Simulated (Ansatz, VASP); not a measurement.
**C (Diamond) in two plane-wave programs**

Aim: how closely do two programs agree when they are given the same cell, functional and k mesh?

Main program and level: Ansatz 0.2.0; plane waves, with VASP 6.6.1 beside it; single point at HSE06.

## (1) The structure

The structure is cubic, space group Fd-3m (No. 227). Conventional cell: a = 3.567 Å, b = 3.567 Å, c = 3.567 Å, α = 90.00°, β = 90.00°, γ = 90.00°. C has 4 C at 1.54 Å nearest.

## (2) VASP: single point, HSE06

With cell and atoms fixed, the geometry can't cause a difference; cores, projectors, grids and the points listed under the comparison can.

Lines of VASP's logs that name or quote its potential files are left out, and so is its time.

The run reads the wave functions of an earlier VASP run, which isn't shown here.

Contents of INCAR:

```
SYSTEM = C
PREC = Accurate
ENCUT = 440
EDIFF = 1E-08
NELM = 100
ISMEAR = 0
SIGMA = 0.01
LREAL = .FALSE.
ALGO = Normal
LHFCALC = .TRUE.
AEXX = 0.25
GGA = PE
HFSCREEN = 0.2
LASPH = .TRUE.
NBANDS = 10
PRECFOCK = Fast
LORBIT = 11
LWAVE = .TRUE.
LCHARG = .FALSE.
KPAR = 8
```

Contents of POSCAR:

```
C
1.0
    0.0000000000      1.7833700000      1.7833700000
    1.7833700000      0.0000000000      1.7833700000
    1.7833700000      1.7833700000      0.0000000000
C
2
Direct
    0.0000000000      0.0000000000      0.0000000000
    0.2500000000      0.2500000000      0.2500000000
```

Contents of KPOINTS:

```
Automatic mesh
0
Gamma
8 8 8
0 0 0
```

The projector-augmented-wave data sets are C_GW (PBE family, release 64).

Run with:

```
> mpirun -np 8 vasp_std
```

Numbers of over 12 decimals in the logs are rounded to 6 here.

Output:

```text
[banner, memory and clock lines left out]
running    8 mpi-ranks, on    1 nodes
 distrk:  each k-point on    1 cores,    8 groups
 distr:  one band on    1 cores,    1 groups

 POSCAR found type information on POSCAR C
 POSCAR found :  1 types and       2 ions
|                                                                             |
|           W    W    AA    RRRRR   N    N  II  N    N   GGGG   !!!           |
|           W    W   A  A   R    R  NN   N  II  NN   N  G    G  !!!           |
|           W    W  A    A  R    R  N N  N  II  N N  N  G       !!!           |
|           W WW W  AAAAAA  RRRRR   N  N N  II  N  N N  G  GGG   !            |
|           WW  WW  A    A  R   R   N   NN  II  N   NN  G    G                |
|           W    W  A    A  R    R  N    N  II  N    N   GGGG   !!!           |
|                                                                             |
|     For optimal performance we recommend to set                             |
|       NCORE = 2 up to number-of-cores-per-socket                            |
|     NCORE specifies how many cores store one orbital (NPAR=cpu/NCORE).      |
|     This setting can greatly improve the performance of VASP for DFT.       |
|     The default, NCORE=1 might be grossly inefficient on modern             |
|     multi-core architectures or massively parallel machines. Do your        |
|     Unfortunately you need to use the default for GW and RPA                |
|     calculations (for HF NCORE is supported but not extensively tested      |
|     yet).                                                                   |
|                                                                             |

 LDA part: xc-table for (Slater+PW92), standard interpolation
 found WAVECAR, reading the header
 POSCAR, INCAR and KPOINTS ok, starting setup
 FFT: planning ... GRIDC
 FFT: planning ... GRID_SOFT
 FFT: planning ... GRID
 reading WAVECAR
 the WAVECAR file was read successfully
 initial charge from wavefunction
 entering main loop
       N       E                     dE             d eps       ncg     rms          rms(c)
DAV:   1    -0.210865738274E+02   -0.21087E+02   -0.30191E-01   798   0.645E+00    0.348E-01
DAV:   2    -0.210868344368E+02   -0.26061E-03   -0.13795E-03   648   0.291E-01    0.218E-01
DAV:   3    -0.210862201659E+02    0.61427E-03   -0.37704E-04   662   0.219E-01    0.122E-01
DAV:   4    -0.210860529787E+02    0.16719E-03   -0.12002E-04   788   0.131E-01    0.684E-02
DAV:   5    -0.210860078644E+02    0.45114E-04   -0.29177E-05   832   0.665E-02    0.388E-02
DAV:   6    -0.210859947479E+02    0.13116E-04   -0.70382E-06   818   0.341E-02    0.222E-02
DAV:   7    -0.210859909482E+02    0.37997E-05   -0.17084E-06   838   0.173E-02    0.128E-02
DAV:   8    -0.210859898431E+02    0.11051E-05   -0.44453E-07   822   0.910E-03    0.743E-03
DAV:   9    -0.210859894910E+02    0.35207E-06   -0.12364E-07   808   0.490E-03    0.432E-03
DAV:  10    -0.210859893992E+02    0.91850E-07   -0.35456E-08   680   0.264E-03    0.252E-03
DAV:  11    -0.210859893822E+02    0.17035E-07   -0.10011E-08   292   0.146E-03    0.148E-03
DAV:  12    -0.210859893784E+02    0.37743E-08   -0.46114E-09   322   0.774E-04
   1 F= -.21085989E+02 E0= -.21085989E+02  d E =-.114329-116
 writing wavefunctions
```

OUTCAR, selected parts (step 2):

```text
ion  position               nearest neighbor table
   1  0.000  0.000  0.000-   2 1.54   2 1.54   2 1.54   2 1.54
   2  0.250  0.250  0.250-   1 1.54   1 1.54   1 1.54   1 1.54

  LATTYP: Found a face centered cubic cell.
 ALAT       =     3.5667400000

 Subroutine GETGRP returns: Found 48 space group operations
 (whereof 24 operations were pure point group operations)

The static configuration has the point symmetry T_d .
 The point group associated with its full space group is O_h .

 Found     29 irreducible k-points:

   k-points           NKPTS =     29   k-points in BZ     NKDIM =    512   number of bands    NBANDS=     10

   dimension x,y,z NGX =    18 NGY =   18 NGZ =   18
   dimension x,y,z NGXF=    36 NGYF=   36 NGZF=   36

   ENCUT  =  440.0 eV  32.34 Ry    5.69 a.u.   4.31  4.31  4.31*2*pi/ulx,y,z

   NELECT =       8.0000    total number of electrons

 k-points in reciprocal lattice and weights: Automatic mesh
   0.00000000  0.00000000  0.00000000       0.002
   0.12500000  0.00000000  0.00000000       0.016
   0.25000000  0.00000000  0.00000000       0.016
   0.37500000  0.00000000  0.00000000       0.016
   0.50000000  0.00000000  0.00000000       0.008
   0.12500000  0.12500000  0.00000000       0.012
   0.25000000  0.12500000  0.00000000       0.047
   0.37500000  0.12500000  0.00000000       0.047
   0.50000000  0.12500000  0.00000000       0.047
[...]
-0.37500000  0.50000000  0.12500000       0.023
  -0.25000000  0.50000000  0.25000000       0.012

  exchange ACFDT corr.  =         0.00000000  see jH, gK, PRB 81, 115126

 average (electrostatic) potential at core
       1 -41.7936       2 -41.7936

 E-fermi :   9.2905

 k-point     1 :       0.0000    0.0000    0.0000
  band No.  band energies     occupation
      1     -14.4063      2.00000
      2       9.1295      2.00000
      3       9.1295      2.00000
      4       9.1295      2.00000
      5      16.1266      0.00000
      6      16.1266      0.00000
      7      16.1266      0.00000
      8      24.4020      0.00000
      9      30.0027      0.00000
    ...

 k-point     2 :       0.1250    0.0000    0.0000
  band No.  band energies     occupation
      1     -13.9390      2.00000
      2       6.5302      2.00000
      3       8.4384      2.00000
      4       8.4384      2.00000
      5      17.0488      0.00000
      6      17.0488      0.00000
      7      17.4506      0.00000
      8      24.8062      0.00000
      9      30.7466      0.00000
    ...

 k-point     3 :       0.2500    0.0000    0.0000
  band No.  band energies     occupation
      1     -12.5510      2.00000
      2       1.9184      2.00000
      3       7.2404      2.00000
      4       7.2404      2.00000
      5      18.5000      0.00000
      6      18.5000      0.00000
      7      18.7725      0.00000
      8      25.8086      0.00000
      9      31.6278      0.00000
    ...

  energy-cutoff  :      440.00
  volume of cell :       11.34
      direct lattice vectors                 reciprocal lattice vectors
     0.000000000  1.783370000  1.783370000    -0.280368067  0.280368067  0.280368067
     1.783370000  0.000000000  1.783370000     0.280368067 -0.280368067  0.280368067
     1.783370000  1.783370000  0.000000000     0.280368067  0.280368067 -0.280368067

 POSITION                                       TOTAL-FORCE (eV/Angst)
 -----------------------------------------------------------------------------------
      0.00000      0.00000      0.00000         0.000000      0.000000      0.000000
      0.89168      0.89168      0.89168        -0.000000     -0.000000     -0.000000
 -----------------------------------------------------------------------------------
    total drift:                                0.000000      0.000000      0.000000

  FREE ENERGIE OF THE ION-ELECTRON SYSTEM (eV)
  ---------------------------------------------------
  free  energy   TOTEN  =       -21.0859893784 eV

  energy  without entropy=      -21.0859893784  energy(sigma->0) =      -21.08598938

 total charge
# of ion       s       p       d       tot
------------------------------------------
    1        0.802   1.705   0.000   2.507
    2        0.802   1.705   0.000   2.507
--------------------------------------------------
tot          1.604   3.411   0.000   5.015

[... 3 further parts left out ...]
```

## (3) Ansatz: single point, HSE06

Ansatz runs on its default PAW (the set named soft_2) files.

The same cell, functional, mesh and smearing now go to Ansatz, which takes its cutoff from its data sets.

Contents of input.yaml:

```yaml
crystal:
  lattice:
    - [0.0, 1.78337, 1.78337]
    - [1.78337, 0.0, 1.78337]
    - [1.78337, 1.78337, 0.0]
  atoms:
    - { symbol: C, position: [0.0, 0.0, 0.0] }
    - { symbol: C, position: [0.25, 0.25, 0.25] }
hamiltonian:
  xc: { exchange: pbe, correlation: pbe, exx: { coeff: 0.25, omega: 0.2 } }
  pseudopotentials: { kind: paw }
kpoints:
  mp_grid: { grid: [8, 8, 8] }
scf:
  occupations: { method: gaussian, width: 0.01 }
  n_extra_bands: 4
output:
  forces: true
  stress: true
  eigenvalues: true
```

Run with:

```
> ansatz run input.yaml --threads 4 --pin off --max-ram 9216MiB --backend cpu --events-out ev --progress --plain --runs-dir out
```

Output:

```text
Warning: output.stress: scf.convergence.dr2_threshold = 1e-7 eV (the SCF's general default) is looser than the 2e-10 eV advised for a printed stress (1e-10 eV for each atom of the cell: 2). What an SCF threshold leaves in a stress goes as its square root, and in the free energy as the threshold itself, and one threshold admits the most on a small cell: [figures from the program's tests cut] Set scf.convergence.dr2_threshold to 2e-10 eV or tighter. The threshold is an SCF's pass mark: one that does not reach it within its budget of iterations ends unconverged, or closes short of it on a stop that the run arms, and scf.convergence.dr2_threshold's page says what that costs each kind of run
Warning: output.stress: scf.exx.energy_threshold = 1e-6 eV is looser than the 2e-8 eV advised for a stress under a hybrid functional (1e-8 eV for each atom of the cell: 2). Every SCF of the exchange loop can meet its threshold on dr2 while the loop round them stops early: no threshold on dr2 bounds what that leaves in the stress. Set scf.exx.energy_threshold to 2e-8 eV or tighter. The threshold is the loop's pass mark: a loop that does not reach it within its budget of cycles ends unconverged, and scf.exx.energy_threshold's page has the law
scf.n_extra_bands = 4 over 4 filled bands (N_el = 8.0): the run solves 8 bands
Engine: ansatz 0.2.0, aarch64-unknown-linux-gnu
Pseudopotentials: kind: paw
Pseudopotential: C, paw, valence charge 4, recommended cutoff 420 eV (normal), C.paw.azcp
Functional definition: unnamed
  parameter a_1 = 0.25
  parameter omega_1 = 0.2/angstrom
  exchange = pbe_x + (-a_1)*pbe_x_sr(omega_1) + a_1*exact_x_sr(omega_1)
  correlation = pbe_c
Crystal: 2 atoms, lattice volume = 11.344 Å³
Basis set: ecut = 420 eV, 229 PW (Γ), exchange–correlation on 36×36×36 points (8 copies of the dense FFT grid, shifted against one another)
Bands: 8, of which v1, the nominal top of the filled ones, is band 4 counted from 1 (3 counted from 0)
Symmetry: 48 space group operations
Space group: Fd-3m (ITA 227), of the structure as read, at distance tolerance 2.2e-5 Å
k-points: 29 of 512
Non-local potential: C, projectors of the file, l = 0: 2, l = 1: 2, l = 2: 1
PAW form: soft (Blöchl's): semilocal exchange-correlation on the pseudo side does not see the compensation charge
PAW frozen core: C, regenerated for the run's functional, and the local potential with it (the file was generated under x = pbe(κ = 0.804, μ = 0.219515), c = pbe(β = 0.066725))
PAW one-centre angular grid: C, 110 points (default); XC on 64 Gauss nodes
Initial density: superposition of atomic densities (neutral atoms: chi_scale 0, normalization atom), corrected by the library's trained network
Initial wavefunctions: pseudopotential atomic-orbital guess
Functional: x = pbe(κ = 0.804, μ = 0.219515), c = pbe(β = 0.066725), warm-up for x = pbe(κ = 0.804, μ = 0.219515) + 0.25 (exact − pbe) at short range (hse, ω = 0.2 Å⁻¹), c = pbe(β = 0.066725)
SCF iter   1: F=—  HF=-501.614423 eV  |F-HF|=—  |Δ(HF+E_count)|=         —  Δρ=1.69e-3  dr2=8.28e-5  ethr=1.77e-3  ⟨swp⟩=2.0  Hψ=1459  notcnv=0
preconditioner: auto → none  [insulator: Δε(μ)=4.146 eV  Ē_g=19.635 eV  σ=0.010 eV  W_gap=1.00  n_scr=0 (ndim 8)  ℏωp=31.2 eV  f_vac=0.000  D(μ)=0.00/eV (n_scr^D=0)]
SCF iter   2: F=-501.614617 eV  HF=-501.614565 eV  |F-HF|=5.18e-5  |Δ(HF+E_count)|=   1.43e-4  Δρ=8.32e-4  dr2=1.65e-5  ethr=1.03e-6  ⟨swp⟩=2.3  Hψ=451  notcnv=0
SCF 1 stopped early in 2 iterations: F = -501.614617 eV  dr2 = 1.65e-5
  greatest PAW one-centre occupation: 0.644 electrons in one spin orbital (limit 2), on the C atom at site 1 (counted from 0), in its partial waves of l = 0
Initial density: handed on by an earlier stage of this run
Initial wavefunctions: those handed on with the density
Functional: x = pbe(κ = 0.804, μ = 0.219515) + 0.25 (exact − pbe) at short range (hse, ω = 0.2 Å⁻¹), c = pbe(β = 0.066725)
Exchange kernel: α = 0.2500, screened, ω = 0.2000 Å⁻¹, Wigner–Seitz truncation, v(0) = 1126.7037 eV·Å³, q-mesh 8×8×8, nearest image of the exchange supercell L = 20.18 Å, pair-density grid 12×12×12, without the augmentation charges, whose exchange is taken in its separable form by FFT convolution over the k-point mesh (sized by the pseudopotential files, 15×15×15 at the most), smooth part of the exact exchange by density-matrix convolution
Frozen-core exchange: fock
SCF iter   1: F=—  HF=-501.765764 eV  |F-HF|=—  |Δ(HF+E_count)|=         —  Δρ=9.98e-3  dr2=4.67e-3  ethr=2.06e-6  ⟨swp⟩=5.5  Hψ=1085  notcnv=0
preconditioner: auto → none  [insulator: Δε(μ)=5.247 eV  Ē_g=22.230 eV  σ=0.010 eV  W_gap=1.00  n_scr=0 (ndim 8)  ℏωp=31.2 eV  f_vac=0.000  D(μ)=0.00/eV (n_scr^D=0)]
SCF iter   2: F=—  HF=-501.763942 eV  |F-HF|=—  |Δ(HF+E_count)|=   1.82e-3  Δρ=4.23e-3  dr2=7.52e-4  ethr=2.06e-6  ⟨swp⟩=3.0  Hψ=693  notcnv=0
SCF iter   3: F=—  HF=-501.765486 eV  |F-HF|=—  |Δ(HF+E_count)|=   1.54e-3  Δρ=8.99e-4  dr2=2.72e-5  ethr=2.06e-6  ⟨swp⟩=3.2  Hψ=668  notcnv=0
iter 4 solved again at ethr=9.68e-9 eV; its pass at ethr=3.16e-7 eV (dr2=7.74e-7 eV) is discarded
SCF iter   4: F=—  HF=-501.765476 eV  |F-HF|=—  |Δ(HF+E_count)|=   1.00e-5  Δρ=1.50e-4  dr2=2.11e-6  ethr=9.68e-9  ⟨swp⟩=2.0  Hψ=704  notcnv=0
SCF iter   5: F=-501.765489 eV  HF=-501.765489 eV  |F-HF|=2.04e-7  |Δ(HF+E_count)|=   1.32e-5  Δρ=7.32e-5  dr2=3.82e-7  ethr=9.52e-9  ⟨swp⟩=3.0  Hψ=471  notcnv=0
SCF 2 stopped early in 5 iterations: F = -501.765489 eV  dr2 = 3.82e-7
  greatest PAW one-centre occupation: 0.647 electrons in one spin orbital (limit 2), on the C atom at site 1 (counted from 0), in its partial waves of l = 0
hybrid outer 1: dexx = +2.035e-3 eV, tail = 9.60e-6 eV
Exchange kernel: α = 0.2500, screened, ω = 0.2000 Å⁻¹, Wigner–Seitz truncation, v(0) = 1126.7037 eV·Å³, q-mesh 8×8×8, nearest image of the exchange supercell L = 20.18 Å, pair-density grid 12×12×12, without the augmentation charges, whose exchange is taken in its separable form by FFT convolution over the k-point mesh (sized by the pseudopotential files, 15×15×15 at the most), smooth part of the exact exchange by density-matrix convolution
Frozen-core exchange: fock
SCF iter   1: F=—  HF=-501.765530 eV  |F-HF|=—  |Δ(HF+E_count)|=         —  Δρ=7.65e-5  dr2=3.35e-7  ethr=6.00e-7  ⟨swp⟩=3.0  Hψ=562  notcnv=0
preconditioner: auto → none  [insulator: Δε(μ)=5.309 eV  Ē_g=22.235 eV  σ=0.010 eV  W_gap=1.00  n_scr=0 (ndim 8)  ℏωp=31.2 eV  f_vac=0.000  D(μ)=0.00/eV (n_scr^D=0)]
SCF iter   2: F=—  HF=-501.765530 eV  |F-HF|=—  |Δ(HF+E_count)|=   7.87e-8  Δρ=1.55e-5  dr2=1.27e-8  ethr=3.41e-9  ⟨swp⟩=3.0  Hψ=440  notcnv=0
SCF iter   3: F=-501.765530 eV  HF=-501.765530 eV  |F-HF|=3.16e-9  |Δ(HF+E_count)|=   9.35e-8  Δρ=8.48e-6  dr2=4.73e-9  ethr=4.87e-11  ⟨swp⟩=3.5  Hψ=588  notcnv=0
SCF 3 converged in 3 iterations: F = -501.765530 eV  dr2 = 4.73e-9
  Residual-converged pass: ⟨swp⟩=2.0  Hψ=347  notcnv=0  max |occ|·‖R‖ = 2.3e-6 eV (tolerance 2.4e-6 eV)  dr2=4.71e-9  dr2_onsite=2.13e-10  max |Δocc| = 0.0e0
hybrid outer 2: dexx = +1.611e-7 eV, tail = 1.38e-8 eV, Δε = 3.05e-3 eV (about 1.17e-4 eV left of the loop's levels)
hybrid SCF converged: 2 outer / 8 inner (+2 warm-up), last move |dexx| = 1.61e-7 eV, tail = 1.38e-8 eV
Stability not checked: this state was not tested for a lower state beside it, because the functional holds exact exchange (a hybrid, or Hartree-Fock), whose exchange loop this test does not read (fock_operator; see scf.lower_state_search)
Free energy (F): -501.765530 eV
Frozen-core exchange: fock
Harris-Foulkes:  -501.765530 eV  (|F-HF|=3.16e-9)
Internal energy: -501.765530 eV  (E = F + TS)
E sigma→0 (E₀):  -501.765530 eV
Fermi energy:    15.340286 eV
--- Per-component energies (eV) ---
  E_band       = 22.702422
  E_kinetic    = 184.008652
  E_local      = -120.635564  (includes V_loc(G=0)·N_el)
  E_nonlocal   = 52.222481
  E_hartree    = 26.455076
  E_xc         = -78.798977
  E_vxc        = -96.850743  (∫ρ·V_xc dr)
  E_exx        = -18.418618  (= α·E_x^exact, valence–valence)
  E_paw        = -198.602777  (= ΣΔE_a)
  E_vpaw       = -12.115821  (= ΣTr[D̂ρ^β])
  E_aug_tail   = 0.000017  (compensation charges beyond the density's cutoff)
  E_ewald      = -347.961363
  E_core_change = -0.034457  (= ΣΔE_core)
  E_smearing   = -0.000000  (= −TS)
  E_closure    = 0.000000  (closes the sum)
  Σ components = -501.765530   (vs F -501.765530, Δ=0.00e0)
--- Forces (eV/Å), atoms counted from 1 ---
  atom   1  C      0.00000000     0.00000000    -0.00000000
  atom   2  C      0.00000000     0.00000000     0.00000000
  max |Σ_I F_I| component: 9.25e-17 eV/Å
--- Stress (GPa, compression-positive) ---
       -8.210484      -0.000000       0.000000
        0.000000      -8.210484       0.000000
       -0.000000      -0.000000      -8.210484
  P = ⅓ Tr σ = -8.2105 GPa (-82.105 kbar)
--- Band table (eV; the first three rows and the last of 29) ---
  k-point 0: bands = ["-10.8501", "12.6860", "12.6860", "12.6860", "19.6847", "19.6847", "19.6847", "27.9287"]
  k-point 1: bands = ["-10.3828", "10.0763", "11.9913", "11.9913", "20.6050", "20.6050", "21.0055", "28.3327"]
  k-point 2: bands = ["-8.9945", "5.4685", "10.7908", "10.7908", "22.0570", "22.0570", "22.3238", "29.3361"]
  k-point 28: bands = ["-0.5546", "-0.5546", "3.6444", "3.6444", "24.8682", "24.8682", "26.9495", "26.9495"]
```

Run time: 3.5 s. Hardware: 4 threads of Arm Neoverse V1, shared host; peak memory 0.52 GiB.

The run ends at a pressure of -8.21 GPa.

## (4) Differences

Known differences besides the potentials themselves: exact exchange at q = 0 is treated differently, which shows on coarse meshes; VASP keeps PBE cores, Ansatz makes them for the functional; the cutoff is 420 eV in Ansatz and 440 eV in VASP; VASP takes a coarser grid for exact exchange (PRECFOCK = Fast). Total energies have different zeros and are not compared.

The two programs side by side:

```tsv
quantity	Ansatz	VASP	difference
gap on the k mesh (eV)	5.309	5.304	+0.004
```

A gap on the mesh is an upper bound, since the band edges may lie between its points.

## (5) Summary of results

```yaml
difference_in_gap_on_the_k_mesh_single_point_hse06: 0.0045 eV
```

In words: The difference in gap on the k mesh is 0.0045 eV (single point, HSE06), within the 0.08 eV picked in this series as the mark of a large difference. Such differences can come from data sets, numerical settings and the points named under the comparisons, not from the functional's error against experiment.

[Lines on the potential files, build, host, timing and source positions are cut from VASP's logs without a mark.]

[Logs are printed without paths, hosts, clocks, repeated set-up lines and the standing remarks that a program may print on its own settings, such as how far it seeks lower states.]

[Hosts, paths, dates, database ids (printed as entryN), source tags and the programs' standing remarks are cut or masked in the printed files.]
